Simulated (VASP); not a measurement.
```
Ga2Li3
1.0
    2.15579     1.24465     4.56540
   -2.15579     1.24465     4.56540
    0.00000    -2.48930     4.56540
Li Ga
3 2
Direct
  0.58902   0.58884   0.60796
  0.40583   0.37406   0.43306
  0.01592   0.00611   0.97298
  0.20164   0.19879   0.18914
  0.78758   0.83220   0.79686
```

Calculation: LDA (Ceperley-Alder, Perdew-Zunger), VASP's LDA PAW potentials (set 64) (plane waves; VASP). Run with 400 eV cut-off, 6×6×6 Γ-centred mesh, Gaussian smearing of 0.14 eV, potentials Li_sv Ga_d.

At this cut-off the stress carries a Pulay error, which pulls relaxed volumes low.

### Question
Predict the energy per atom (σ→0), pressure, largest force, band gap (on the k-mesh) with the smallest direct gap where there is one.

### Answer

| Property | Value |
|---|---|
| band gap (on the k-mesh) | none (metal, semimetal or under 0.01 eV) |
| energy per atom (σ→0) | -3024 meV/atom |
| pressure | -4.67 GPa |
| largest force | 0.889 eV/Å |

The absolute energy has meaning only against runs of the same code, potentials and settings.

The structure comes from a computed database's Li3Ga2 entry; how it stands against other phases isn't given here. The cell was not relaxed at this level, atoms are displaced from their ideal sites. The electron count is odd and the run is not spin-polarised, which forces a metal.
